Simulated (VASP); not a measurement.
Computed with revTPSS meta-GGA, VASP's PBE PAW potentials (set 64) (plane waves; VASP).

VASP ran on this input.

KPOINTS:
```
Automatic mesh
0
Gamma
9 9 9
0 0 0
```

**INCAR**
```
ALGO = Normal
EDIFF = 1E-7
ENCUT = 520
ISIF = 2
ISMEAR = 1
ISPIN = 2
LASPH = .True.
LCHARG = .False.
LMAXMIX = 4
LMIXTAU = .True.
LORBIT = 10
LREAL = .False.
LWAVE = .False.
MAGMOM = -0.0 0.3 0.3 0.3
METAGGA = RTPSS
NELM = 100
PREC = Accurate
SIGMA = 0.1
SYSTEM = Ni3Al
```

POSCAR:
```
Ni3Al
3.5839850
  1.0000000026   0.0000000000   0.0000000000
  0.0000000000   1.0000000026   0.0000000000
  0.0000000000   0.0000000000   1.0000000026
Al Ni
1 3
Direct
  0.0000000000   0.0000000000   0.0000000000
  0.0000000000   0.5000000000   0.5000000000
  0.5000000000   0.0000000000   0.5000000000
  0.5000000000   0.5000000000   0.0000000000
```

POTCAR, in this order: Al Ni (PBE.64 set). Program: vasp_std.

Output of the run:

File OSZICAR:
```
       N       E                     dE             d eps       ncg     rms          rms(c)
DAV:   1     0.319612913829E+03    0.31961E+03   -0.21990E+04  2912   0.350E+03
DAV:   2     0.570818895112E+02   -0.26253E+03   -0.25373E+03  3496   0.624E+02
DAV:   3     0.280611429278E+02   -0.29021E+02   -0.27524E+02  3472   0.257E+02
DAV:   4     0.266045120587E+02   -0.14566E+01   -0.14451E+01  4208   0.722E+01
DAV:   5     0.265309562143E+02   -0.73556E-01   -0.73443E-01  5048   0.147E+01    0.106E+01
DAV:   6    -0.158429279601E+02   -0.42374E+02   -0.99852E+01  2808   0.850E+01    0.173E+01
DAV:   7    -0.160654702925E+02   -0.22254E+00   -0.39322E+00  3356   0.250E+01    0.190E+01
DAV:   8    -0.153042544435E+02    0.76122E+00   -0.38903E+00  2824   0.294E+01    0.174E+01
DAV:   9    -0.133075673097E+02    0.19967E+01   -0.62621E+00  3444   0.363E+01    0.133E+01
DAV:  10    -0.120461138638E+02    0.12615E+01   -0.27140E+00  3256   0.211E+01    0.112E+01
DAV:  11    -0.121068944185E+02   -0.60781E-01   -0.34686E-01  3532   0.779E+00    0.921E+00
DAV:  12    -0.121235971926E+02   -0.16703E-01   -0.16175E-01  3748   0.514E+00    0.582E+00
DAV:  13    -0.121185556691E+02    0.50415E-02   -0.35514E-02  3424   0.247E+00    0.300E+00
DAV:  14    -0.121258440214E+02   -0.72884E-02   -0.16173E-02  3336   0.167E+00    0.103E+00
DAV:  15    -0.121230942642E+02    0.27498E-02   -0.27344E-03  3468   0.662E-01    0.690E-01
DAV:  16    -0.121203808970E+02    0.27134E-02   -0.34721E-03  3636   0.805E-01    0.377E-01
DAV:  17    -0.121196881828E+02    0.69271E-03   -0.11883E-03  3584   0.463E-01    0.257E-01
DAV:  18    -0.121194768843E+02    0.21130E-03   -0.84452E-04  3732   0.370E-01    0.979E-02
DAV:  19    -0.121194758759E+02    0.10084E-05   -0.10015E-04  2988   0.101E-01    0.163E-02
DAV:  20    -0.121194773645E+02   -0.14886E-05   -0.11105E-05  3840   0.374E-02    0.246E-02
DAV:  21    -0.121194767050E+02    0.65944E-06   -0.86740E-06  3372   0.436E-02    0.991E-03
DAV:  22    -0.121194769427E+02   -0.23766E-06   -0.43455E-07  2776   0.917E-03    0.283E-03
DAV:  23    -0.121194771548E+02   -0.21211E-06   -0.20556E-07  1956   0.614E-03    0.206E-03
DAV:  24    -0.121194771852E+02   -0.30427E-07   -0.32216E-08  1500   0.345E-03
   1 F= -.12119477E+02 E0= -.12119236E+02  d E =-.724146E-03  mag=     0.8201
```

### OUTCAR
```
------------------------ aborting loop because EDIFF is reached ----------------------------------------
  FORCE on cell =-STRESS in cart. coord.  units (eV):
  Direction    XX          YY          ZZ          XY          YZ          ZX
  --------------------------------------------------------------------------------------
  Total       -3.0280565     -3.0280565     -3.0280565      0.0000000      0.0000000     -0.0000000
  in kB     -105.3843229   -105.3843229   -105.3843229      0.0000000      0.0000000     -0.0000000
  external PRESSURE =    -105.3843229 kB  Pullay stress =       0.0000000 kB
  volume of cell :       46.04
      direct lattice vectors                 reciprocal lattice vectors
     3.583985009  0.000000000  0.000000000     0.279019024  0.000000000  0.000000000
     0.000000000  3.583985009  0.000000000     0.000000000  0.279019024  0.000000000
     0.000000000  0.000000000  3.583985009     0.000000000  0.000000000  0.279019024
 POSITION                                       TOTAL-FORCE (eV/Angst)
 -----------------------------------------------------------------------------------
      0.00000      0.00000      0.00000         0.000000      0.000000      0.000000
      0.00000      1.79199      1.79199         0.000000      0.000000      0.000000
      1.79199      0.00000      1.79199         0.000000      0.000000      0.000000
      1.79199      1.79199      0.00000         0.000000      0.000000      0.000000
 -----------------------------------------------------------------------------------
    total drift:                               -0.000000      0.000000      0.000000
  FREE ENERGIE OF THE ION-ELECTRON SYSTEM (eV)
  ---------------------------------------------------
  free  energy   TOTEN  =       -12.1194771852 eV

  energy  without entropy=      -12.1187530393  energy(sigma->0) =      -12.11923580

 total charge

# of ion       s       p       d       tot
------------------------------------------
    1        0.427   0.387   0.000   0.814
    2        0.476   0.503   8.349   9.328
    3        0.476   0.503   8.349   9.328
    4        0.476   0.503   8.349   9.328
--------------------------------------------------
tot          1.854   1.898  25.047  28.799

 magnetization (x)

# of ion       s       p       d       tot
------------------------------------------
    1       -0.000  -0.010   0.000  -0.010
    2       -0.004  -0.012   0.312   0.295
    3       -0.004  -0.012   0.312   0.295
    4       -0.004  -0.012   0.312   0.295
--------------------------------------------------
tot         -0.013  -0.046   0.935   0.876
```
(Selected blocks of OUTCAR.)

The compound is Ni3Al in the L1_2 structure. This cell is one point of a volume scan, at 1.06 of the reference volume.
